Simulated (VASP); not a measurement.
Here is the system:

```
GdN
1.0
    0.00000     2.46271     2.46271
    2.46271     0.00000     2.46271
    2.46271     2.46271     0.00000
Gd N
1 1
Cartesian
  0.00000   0.00000   0.00000
  2.46271   2.46271   2.46271
```

Computed with PBEsol GGA with spin-orbit coupling, VASP's PBE PAW potentials (set 64) (plane waves; VASP 6.6.1). Settings: 520 eV cut-off, 12×12×12 Γ-centred mesh, Gaussian smearing of 0.050 eV, potentials Gd_3 N.

The 4f electrons are frozen in the core of the lanthanide potential, so 4f levels, which can set the real gap, and their magnetism are missing.

What does the run give for the energy per atom (σ→0), band gap (over mesh and band path) with the smallest direct gap where there is one?

```json
{
  "band gap (over mesh and band path)": "none (metal, semimetal or under 0.01 eV)",
  "energy per atom (σ→0)": "-8.683 eV/atom"
}
```

The compound is GdN in the rock salt structure. It was relaxed first.
